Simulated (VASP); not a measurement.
All values below come from PBE GGA, VASP's PBE PAW potentials (set 64) (plane waves; VASP).

VASP input:

File KPOINTS:
```
K-points
0
gamma
 12 12 12
```

File POSCAR:
```
HfC
1
    0.0000000000     2.3387410000     2.3560370000
    2.3819600000     0.0000000000     2.3560370000
    2.3819600000     2.3387410000     0.0000000000
Hf C
1 1
Direct
  0.0000000000   0.0000000000   0.0000000000
  0.4909530000   0.5090470000   0.5090470000
```

### INCAR
```
# general
SYSTEM   =  HfC
PREC     =  Accurate
ENCUT    =  520
LREAL    =  .FALSE.   # projection in real space or not
LASPH    =  .TRUE.   # aspherical one-centre terms

# electronic loop
EDIFF    =  1E-6   # SCF stop (eV)
NELM     =  100
ALGO     =  Normal   # blocked Davidson
IMIX     =  1
AMIX     =  0.05
BMIX     =  0.0001
LMAXMIX  =  6

# smearing
ISMEAR   =  1   # Methfessel-Paxton
SIGMA    =  0.1

# functional
GGA      =  PE   # PBE

# ions
ISIF     =  2

# output
LWAVE    =  .FALSE.
LCHARG   =  .FALSE.
```

POTCAR, in this order: Hf_pv C (PBE.64 set). Program: vasp_std.

Problem. What will the output report for the number of irreducible k-points (NKPTS), number of bands (NBANDS), largest plane-wave count, number of space-group operations, FFT grid (NGX, NGY, NGZ)?

Solution. 
| Property | Result |
|---|---|
| number of irreducible k-points (NKPTS) | 280 |
| number of bands (NBANDS) | 11 |
| largest plane-wave count | 725 |
| number of space-group operations | 4 |
| FFT grid (NGX, NGY, NGZ) | 28 × 28 × 28 |

The compound is HfC in the rock salt structure. The cell was not relaxed at this level, atoms are displaced from their ideal sites. The run is one of a series of settings (AMIX = 0.05, BMIX = 0.0001, IMIX = 1 against the base run), some of them coarse on purpose.
